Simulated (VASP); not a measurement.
Output of a VASP run:

OSZICAR:
```
...
DAV:  10    -0.142392149194E+02   -0.46115E-05   -0.41171E-06  1004   0.138E-02    0.989E-03
DAV:  11    -0.142392131504E+02    0.17691E-05   -0.39311E-06   968   0.124E-02    0.674E-03
DAV:  12    -0.142392129448E+02    0.20554E-06   -0.20641E-07   496   0.308E-03
   3 F= -.14239213E+02 E0= -.14239490E+02  d E =-.172596E+01
       N       E                     dE             d eps       ncg     rms          rms(c)
DAV:   1    -0.142712040375E+02   -0.31991E-01   -0.68779E-01  1016   0.945E+00    0.148E+00
DAV:   2    -0.142460351372E+02    0.25169E-01   -0.11069E-01   998   0.321E+00    0.290E-01
DAV:   3    -0.142436514690E+02    0.23837E-02   -0.45995E-03  1016   0.482E-01    0.137E-01
DAV:   4    -0.142433172082E+02    0.33426E-03   -0.21025E-03  1046   0.417E-01    0.871E-02
DAV:   5    -0.142433688531E+02   -0.51645E-04   -0.31621E-05  1070   0.517E-02    0.286E-02
DAV:   6    -0.142433780802E+02   -0.92271E-05   -0.90706E-06  1070   0.225E-02    0.219E-03
DAV:   7    -0.142433779547E+02    0.12555E-06   -0.29750E-07   550   0.439E-03
   4 F= -.14243378E+02 E0= -.14243706E+02  d E =-.173012E+01
       N       E                     dE             d eps       ncg     rms          rms(c)
DAV:   1    -0.142571372172E+02   -0.13759E-01   -0.33373E-01  1016   0.660E+00    0.104E+00
DAV:   2    -0.142449532410E+02    0.12184E-01   -0.53395E-02   998   0.224E+00    0.201E-01
DAV:   3    -0.142438084551E+02    0.11448E-02   -0.21953E-03  1028   0.335E-01    0.948E-02
DAV:   4    -0.142436496910E+02    0.15876E-03   -0.10078E-03  1046   0.289E-01    0.603E-02
DAV:   5    -0.142436768730E+02   -0.27182E-04   -0.15409E-05  1070   0.361E-02    0.196E-02
DAV:   6    -0.142436822640E+02   -0.53910E-05   -0.44364E-06  1058   0.157E-02    0.151E-03
DAV:   7    -0.142436821642E+02    0.99786E-07   -0.14443E-07   490   0.306E-03
   5 F= -.14243682E+02 E0= -.14244030E+02  d E =-.173043E+01
       N       E                     dE             d eps       ncg     rms          rms(c)
DAV:   1    -0.142539305465E+02   -0.10248E-01   -0.25739E-01  1016   0.581E+00    0.876E-01
DAV:   2    -0.142445817401E+02    0.93488E-02   -0.42248E-02  1004   0.198E+00    0.180E-01
DAV:   3    -0.142436632836E+02    0.91846E-03   -0.17813E-03  1016   0.297E-01    0.829E-02
DAV:   4    -0.142435240510E+02    0.13923E-03   -0.80196E-04  1046   0.256E-01    0.480E-02
DAV:   5    -0.142435330411E+02   -0.89900E-05   -0.13520E-05  1088   0.324E-02    0.165E-02
DAV:   6    -0.142435312734E+02    0.17677E-05   -0.39837E-06  1028   0.145E-02    0.140E-03
DAV:   7    -0.142435314289E+02   -0.15552E-06   -0.13785E-07   514   0.302E-03
   6 F= -.14243531E+02 E0= -.14243862E+02  d E =0.150735E-03
       N       E                     dE             d eps       ncg     rms          rms(c)
DAV:   1    -0.142474659356E+02   -0.39347E-02   -0.90302E-02  1016   0.344E+00    0.534E-01
DAV:   2    -0.142441626073E+02    0.33033E-02   -0.14551E-02  1004   0.117E+00    0.105E-01
DAV:   3    -0.142438517166E+02    0.31089E-03   -0.59847E-04  1022   0.175E-01    0.492E-02
DAV:   4    -0.142438108824E+02    0.40834E-04   -0.27515E-04  1046   0.151E-01    0.306E-02
DAV:   5    -0.142438200380E+02   -0.91556E-05   -0.43034E-06  1042   0.188E-02    0.101E-02
DAV:   6    -0.142438223920E+02   -0.23540E-05   -0.11964E-06   736   0.841E-03    0.688E-04
DAV:   7    -0.142438223391E+02    0.52890E-07   -0.75974E-08   490   0.248E-03
   7 F= -.14243822E+02 E0= -.14244165E+02  d E =-.140175E-03
```

### OUTCAR
```
------------------------ aborting loop because EDIFF is reached ----------------------------------------
  FORCE on cell =-STRESS in cart. coord.  units (eV):
  Direction    XX          YY          ZZ          XY          YZ          ZX
  --------------------------------------------------------------------------------------
  Total        0.0018107      0.0018107      0.0018107      0.0000000     -0.0000000      0.0000000
  in kB        0.0929450      0.0929450      0.0929450      0.0000000     -0.0000000      0.0000000
  external PRESSURE =       0.0929450 kB  Pullay stress =       0.0000000 kB
  volume of cell :       31.21
      direct lattice vectors                 reciprocal lattice vectors
     3.148548097  0.000000000  0.000000000     0.317606709 -0.000000000  0.000000000
     0.000000000  3.148548097  0.000000000    -0.000000000  0.317606709 -0.000000000
    -0.000000000  0.000000000  3.148548097    -0.000000000 -0.000000000  0.317606709
 POSITION                                       TOTAL-FORCE (eV/Angst)
 -----------------------------------------------------------------------------------
      0.00000      0.00000      0.00000        -0.000000     -0.000000      0.000000
      1.57427      1.57427      1.57427         0.000000      0.000000     -0.000000
 -----------------------------------------------------------------------------------
    total drift:                                0.000000      0.000000      0.000000
  FREE ENERGIE OF THE ION-ELECTRON SYSTEM (eV)
  ---------------------------------------------------
  free  energy   TOTEN  =       -14.2438223391 eV

  energy  without entropy=      -14.2448496736  energy(sigma->0) =      -14.24416478

 reached required accuracy - stopping structural energy minimisation
```
(Selected blocks of OUTCAR.)

**POSCAR**
```
MoSe
1
    3.5620000000     0.0000000000     0.0000000000
    0.0000000000     3.5620000000     0.0000000000
    0.0000000000     0.0000000000     3.5620000000
Mo Se
1 1
Direct
  0.0000000000   0.0000000000   0.0000000000
  0.5000000000   0.5000000000   0.5000000000
```

Task: Reconstruct the remaining input files.

Result: This is not unique; one that fits is the input of the run itself, PBE GGA, plane waves, VASP's PBE PAW potentials (set 64).

### INCAR
```
ALGO=Normal
EDIFF=1E-6
EDIFFG=-0.01
ENCUT=400
GGA=PE
IBRION=2
ISIF=3
ISMEAR=1
LASPH=.TRUE.
LCHARG=.FALSE.
LMAXMIX=4
LREAL=.FALSE.
LWAVE=.FALSE.
NELM=100
NSW=60
PREC=Accurate
SIGMA=0.1
SYSTEM=MoSe
```

File KPOINTS:
```
Automatic mesh
0
Gamma
9 9 9
0 0 0
```

POTCAR, in this order: Mo_sv Se (PBE.64 set). Program: vasp_std.

Energy and stress use the plane-wave basis of the starting cell.

The structure was generated: MoSe was put into the CsCl type type (Pm-3m), which need not be its known phase. This run relaxes it. Symmetry was kept, so distortions that lower it aren't found.
